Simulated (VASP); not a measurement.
Output of a VASP run:

**OSZICAR**
```
       N       E                     dE             d eps       ncg     rms          rms(c)
DAV:   1     0.945627228554E+02    0.94563E+02   -0.75107E+03  4752   0.139E+03
DAV:   2    -0.323661271482E+01   -0.97799E+02   -0.95184E+02  4794   0.334E+02
DAV:   3    -0.905088408604E+01   -0.58143E+01   -0.56122E+01  7638   0.784E+01
DAV:   4    -0.925882485925E+01   -0.20794E+00   -0.20579E+00  6067   0.129E+01
DAV:   5    -0.926801355226E+01   -0.91887E-02   -0.91820E-02  6837   0.245E+00    0.935E+00
DAV:   6    -0.803727780238E+01    0.12307E+01   -0.11770E+01  5973   0.366E+01    0.333E+00
DAV:   7    -0.788677883280E+01    0.15050E+00   -0.12029E+00  5568   0.119E+01    0.190E+00
DAV:   8    -0.788333032802E+01    0.34485E-02   -0.14527E-01  5310   0.417E+00    0.468E-01
DAV:   9    -0.788123316680E+01    0.20972E-02   -0.20059E-02  5512   0.186E+00    0.221E-01
DAV:  10    -0.788165050840E+01   -0.41734E-03   -0.13590E-03  5708   0.432E-01    0.371E-02
DAV:  11    -0.788165745591E+01   -0.69475E-05   -0.24524E-04  5993   0.157E-01    0.374E-02
DAV:  12    -0.788166295330E+01   -0.54974E-05   -0.19641E-05  5603   0.511E-02    0.117E-02
DAV:  13    -0.788166344529E+01   -0.49199E-06   -0.13313E-06  6445   0.153E-02    0.544E-03
DAV:  14    -0.788166323854E+01    0.20675E-06   -0.33752E-07  5042   0.832E-03    0.827E-04
DAV:  15    -0.788166333943E+01   -0.10088E-06   -0.21466E-08  2750   0.172E-03    0.674E-04
DAV:  16    -0.788166342644E+01   -0.87014E-07   -0.16665E-08  2670   0.123E-03
   1 F= -.78816634E+01 E0= -.78816634E+01  d E =0.000000E+00
```

OUTCAR:
```
------------------------ aborting loop because EDIFF is reached ----------------------------------------
  FORCE on cell =-STRESS in cart. coord.  units (eV):
  Direction    XX          YY          ZZ          XY          YZ          ZX
  --------------------------------------------------------------------------------------
  Total       -0.0472568     -0.0472568      0.0921560      0.0000000      0.0000000      0.0000000
  in kB       -2.3461833     -2.3461833      4.5753179      0.0000000      0.0000000      0.0000000
  external PRESSURE =      -0.0390162 kB  Pullay stress =       0.0000000 kB
  volume of cell :       32.27
      direct lattice vectors                 reciprocal lattice vectors
     2.818998937  0.000000000  0.000000000     0.354735856  0.000000000  0.000000000
     0.000000000  2.818998937  0.000000000     0.000000000  0.354735856  0.000000000
     0.000000000  0.000000000  4.060906980     0.000000000  0.000000000  0.246250408
 POSITION                                       TOTAL-FORCE (eV/Angst)
 -----------------------------------------------------------------------------------
      0.00000      0.00000      0.00000         0.000000      0.000000      0.000000
      1.40950      1.40950      2.03045         0.000000      0.000000      0.000000
 -----------------------------------------------------------------------------------
    total drift:                               -0.000000      0.000000      0.000000
  FREE ENERGIE OF THE ION-ELECTRON SYSTEM (eV)
  ---------------------------------------------------
  free  energy   TOTEN  =        -7.8816634264 eV

  energy  without entropy=       -7.8816634264  energy(sigma->0) =       -7.88166343

 total charge

# of ion       s       p       d       tot
------------------------------------------
    1        2.200   6.117   1.997  10.314
    2        0.414   0.424   0.000   0.838
--------------------------------------------------
tot          2.614   6.541   1.997  11.152
```
(Selected blocks of OUTCAR.)

File POSCAR:
```
TiAl
1
    2.8189989372     0.0000000000     0.0000000000
    0.0000000000     2.8189989372     0.0000000000
    0.0000000000     0.0000000000     4.0609069797
Ti Al
1 1
Direct
  0.0000000000   0.0000000000   0.0000000000
  0.5000000000   0.5000000000   0.5000000000
```

Problem. Reconstruct the remaining input files.

Solution. One answer among several that fit: the input of the run itself, optB88-vdW, plane waves, VASP's PBE PAW potentials (set 64).

INCAR:
```
NELM = 100   # most electronic steps
EDIFF = 1E-7   # SCF stop (eV)
LMAXMIX = 4   # l cut-off of mixed one-centre charges
LCHARG = .TRUE.
ENCUT = 520   # plane-wave cut-off (eV)
PARAM2 = 0.22
LREAL = .FALSE.   # projection in real space or not
ISMEAR = -5
NEDOS = 601
LASPH = .TRUE.   # aspherical one-centre terms
GGA = BO
PARAM1 = 0.1833333333
LUSE_VDW = .TRUE.
ISIF = 2   # forces and stress, cell fixed
PREC = Accurate
ALGO = Normal   # blocked Davidson
LORBIT = 11
AGGAC = 0.0
LWAVE = .FALSE.
SYSTEM = TiAl
```

### KPOINTS
```
Automatic mesh
0
Gamma
14 14 10
0 0 0
```

POTCAR, in this order: Ti_sv Al (PBE.64 set). Program: vasp_std.

For a metal the tetrahedron method with Blöchl corrections gives inexact stress and forces.

The compound is TiAl in the L1_0 structure. It was relaxed first. The electron count is odd and the run is not spin-polarised, which forces a metal.
